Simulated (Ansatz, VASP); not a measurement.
# Cross-check of Rh (Rh wire along [110], 8 atoms a period) between VASP and Ansatz, part 2 of 2

Aim: how closely do two programs agree when they are given the same cell, functional and k mesh? Of the first pair: The structure shown is the start of the Ansatz relaxation below; VASP solves that cell, so the two are compared at the walk's first step.

VASP 6.6.1 and Ansatz 0.2.0.

So far. Step 4 (Differences): The forces differ by 1.2 meV/Å r.m.s., which is 0.2 % of the r.m.s. force of 0.745 eV/Å (both taken over all components).

## (5) Ansatz: relaxation, PBE

Level of this step: Ansatz beside VASP: Kohn-Sham DFT, plane waves, PBE (Ansatz).

This run makes the geometry at which the two programs are then compared. The cell compared in this pair holds 337.14 Å³, against 351.68 Å³ for the pair before.

The structure compared here is the end of the Ansatz relaxation.

Contents of input.yaml:

```yaml
crystal:
  lattice:
    - [10.63, 0.0, 0.0]
    - [0.0, 12.216, 0.0]
    - [0.0, 0.0, 2.7082189719]
  atoms:
    - { symbol: Rh, position: [0.319849483, 0.27832351, 0.0] }
    - { symbol: Rh, position: [0.319849483, 0.500017925, 0.0] }
    - { symbol: Rh, position: [0.680150517, 0.27832351, 0.0] }
    - { symbol: Rh, position: [0.680150517, 0.500017925, 0.0] }
    - { symbol: Rh, position: [0.5, 0.389170718, 0.5] }
    - { symbol: Rh, position: [0.5, 0.610865132, 0.5] }
    - { symbol: Rh, position: [0.319849483, 0.72171234, 0.0] }
    - { symbol: Rh, position: [0.680150517, 0.72171234, 0.0] }
kpoints:
  mp_grid: { grid: [1, 1, 30] }
scf:
  occupations: { method: fermi_dirac, width: 0.05 }
hamiltonian:
  xc: pbe
  pseudopotentials: { kind: paw, azcp: { folder: soft_1 } }
relax:
  cell: { fix: [a, b, alpha, beta, gamma] }
  max_steps: 45
  f_tol: 0.03
```

On the command line:

```bash
> ansatz run input.yaml --threads 4 --pin off --max-ram 16384MiB --backend cpu --events-out ev --progress --plain --runs-dir out
```

Numbers of over 12 decimals in the logs are rounded to 6 here.

The program printed:

```text
[...]
Crystal: 8 atoms, lattice volume = 351.679 Å³
Basis set: ecut = 420 eV, 6927 PW (Γ), exchange–correlation on 144×180×40 points (8 copies of the dense FFT grid, shifted against one another)
Bands: 82, of which v1, the nominal top of the filled ones, is band 68 counted from 1 (67 counted from 0)
Symmetry: 8 space group operations
[...]
k-points: 16 of 30
[...]
- [0.0, 0.0, 2.596251]
  atoms:
    - { symbol: Rh, position: [0.307002, 0.301066, 0.0] }
    - { symbol: Rh, position: [0.327778, 0.500017925, 0.0] }
    - { symbol: Rh, position: [0.692998, 0.301066, 0.0] }
    - { symbol: Rh, position: [0.672222, 0.500017925, 0.0] }
    - { symbol: Rh, position: [0.500000, 0.378875, 0.500000] }
    - { symbol: Rh, position: [0.500000, 0.621161, 0.500000] }
    - { symbol: Rh, position: [0.307002, 0.698969, 0.0] }
    - { symbol: Rh, position: [0.692998, 0.698969, 0.0] }
[key lines of the parts left out:]
SCF converged after 7 iterations
Free energy (F): -51213.484393 eV
Fermi energy:    4.262590 eV
P = ⅓ Tr σ = 0.0216 GPa (0.216 kbar)
```

## (6) VASP: single point, PBE, relaxed cell, pair 2

The same cell, functional, mesh and smearing now go to VASP, with its own data sets.

Contents of INCAR:

```
SYSTEM = Rh
PREC = Accurate
ENCUT = 500
EDIFF = 1E-06
NELM = 120
ISMEAR = -1
SIGMA = 0.05
LREAL = .FALSE.
ALGO = Normal
GGA = PE
NBANDS = 74
LASPH = .TRUE.
LORBIT = 11
LWAVE = .FALSE.
LCHARG = .FALSE.
ISIF = 2
GGA_COMPAT = .FALSE.
KPAR = 2
```

Contents of POSCAR:

```
Rh
1.0
   10.6300000000      0.0000000000      0.0000000000
    0.0000000000     12.2160000000      0.0000000000
    0.0000000000      0.0000000000      2.5962507430
Rh
8
Direct
    0.3070023699      0.3010664928      0.0000000000
    0.3277781034      0.5000179250      0.0000000000
    0.6929976301      0.3010664928      0.0000000000
    0.6722218966      0.5000179250      0.0000000000
    0.5000000000      0.3788747994      0.5000000000
    0.5000000000      0.6211610506      0.5000000000
    0.3070023699      0.6989693572      0.0000000000
    0.6929976301      0.6989693572      0.0000000000
```

Contents of KPOINTS:

```
Automatic mesh
0
Gamma
1 1 30
0 0 0
```

Potentials, in the order of the species: Rh_pv (PBE family, release 64).

On the command line:

```bash
> mpirun -np 2 vasp_std
```

The program printed:

```text
[... set-up lines as in an earlier step ...]
 entering main loop
       N       E                     dE             d eps       ncg     rms          rms(c)
DAV:   1     0.118016293743E+04    0.11802E+04   -0.73805E+04  3008   0.149E+03
DAV:   2    -0.119017649566E+02   -0.11921E+04   -0.11595E+04  2568   0.444E+02
DAV:   3    -0.507181612544E+02   -0.38816E+02   -0.36389E+02  2714   0.801E+01
DAV:   4    -0.516490438968E+02   -0.93088E+00   -0.91900E+00  2620   0.109E+01
[...]
DAV:  18    -0.481164554243E+02   -0.23423E-04   -0.96736E-06  2118   0.122E-02    0.434E-03
DAV:  19    -0.481164579959E+02   -0.25716E-05   -0.15165E-06  1766   0.565E-03    0.310E-03
DAV:  20    -0.481164577335E+02    0.26238E-06   -0.50565E-07  1498   0.382E-03
   1 F= -.48116458E+02 E0= -.48055022E+02  d E =-.122872E+00
```

Parts of OUTCAR (step 6):

```text
  Total       -0.1263995      0.2510204      0.0318492      0.0000000      0.0000000      0.0000000
  in kB       -0.6006855      1.1929182      0.1513562      0.0000000      0.0000000      0.0000000
  external PRESSURE =       0.2478630 kB  Pullay stress =       0.0000000 kB

 POSITION                                       TOTAL-FORCE (eV/Angst)
 -----------------------------------------------------------------------------------
      3.26344      3.67783      0.00000        -0.002946     -0.015896      0.000000
      3.48428      6.10822      0.00000         0.013236      0.000000     -0.000000
      7.36656      3.67783      0.00000         0.002946     -0.015896      0.000000
      7.14572      6.10822      0.00000        -0.013236      0.000000      0.000000
      5.31500      4.62833      1.29813         0.000000      0.010909      0.000000
      5.31500      7.58810      1.29813         0.000000     -0.010909      0.000000
      3.26344      8.53861      0.00000        -0.002946      0.015896     -0.000000
      7.36656      8.53861      0.00000         0.002946      0.015896      0.000000
 -----------------------------------------------------------------------------------
    total drift:                                0.000000      0.000003      0.000000

  FREE ENERGIE OF THE ION-ELECTRON SYSTEM (eV)
  ---------------------------------------------------
  free  energy   TOTEN  =       -48.1164577335 eV

  energy  without entropy=      -47.9935853270  energy(sigma->0) =      -48.05502153

[... 1 part as in an earlier step ...]

[... 2 further parts left out ...]
[key lines of the parts left out:]
E-fermi :   0.8287
```

## (7) Side by side

What differs besides the data sets and the points named for the pairs above, as far as they apply: the data sets hold 136 valence electrons in Ansatz (on its PAW soft_1 files) and 120 in VASP; the cutoff is 420 eV in Ansatz and 500 eV in VASP; Ansatz's pressure holds a Pulay correction, VASP's none. Total energies have different zeros and are not compared.

Compared:

```tsv
quantity	Ansatz	VASP	difference
pressure (GPa)	0.02	0.02	0.00
```

At this near-relaxed geometry the largest component of a force difference is 11 meV/Å.

## (8) What came out

- r.m.s. force difference (single point, PBE, start cell, pair 1): 0.16 % of the r.m.s. force
- difference in pressure (single point, PBE, relaxed cell, pair 2): -0.0031 GPa

What this shows: The r.m.s. force difference is 0.16 % of the r.m.s. force (single point, PBE, start cell, pair 1), within the 3 % picked in this series as the mark of a large difference. The data sets hold unlike numbers of valence electrons (136 in Ansatz and 120 in VASP), so part of the differences comes from the potentials. Such differences can come from data sets, numerical settings and the points named under the comparisons, not from the functional's error against experiment.

[Lines on the potential files, build, host, timing and source positions are cut from VASP's logs without a mark.]

[Logs are printed without paths, hosts, clocks, repeated set-up lines and the standing remarks that a program may print on its own settings, such as how far it seeks lower states.]

[Hosts, paths, dates, database ids (printed as entryN), source tags and the programs' standing remarks are cut or masked in the printed files.]
